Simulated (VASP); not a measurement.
Input:

```
AlNi3
1.0
    3.51857     0.00000     0.00000
    0.00000     3.51857     0.00000
    0.00000     0.00000     3.51857
Al Ni
1 3
Cartesian
  0.00000   0.00000   0.00000
  0.00000   1.75929   1.75929
  1.75929   0.00000   1.75929
  1.75929   1.75929   0.00000
```
Starting moments (μB, in the order of the record's atoms Al Ni Ni Ni): 0.0 0.5 0.5 0.5.

Computed with PBEsol GGA, VASP's PBE PAW potentials (set 64) (plane waves; VASP). Settings: 400 eV cut-off, 8×8×8 Γ-centred mesh, first-order Methfessel-Paxton smearing of 0.10 eV, potentials Al Ni.

Task: Estimate the cell moment, energy per atom (σ→0), band gap (on the k-mesh) with the smallest direct gap where there is one.

Result: 
```yaml
band gap (on the k-mesh): none (metal, semimetal or under 0.01 eV)
cell_moment: 0.70 μB
energy per atom (σ→0): -6.073 eV/atom
```

Task: Give the moment on each site (PAW-sphere projection).

Result: 
```tsv
site	moment (μB)
Al1	-0.01
Ni2	0.25
Ni3	0.25
Ni4	0.25
```

The absolute energy has meaning only against runs of the same code, potentials and settings.

The compound is Ni3Al in the L1_2 structure. It was relaxed first. The start is the result of an earlier pass.
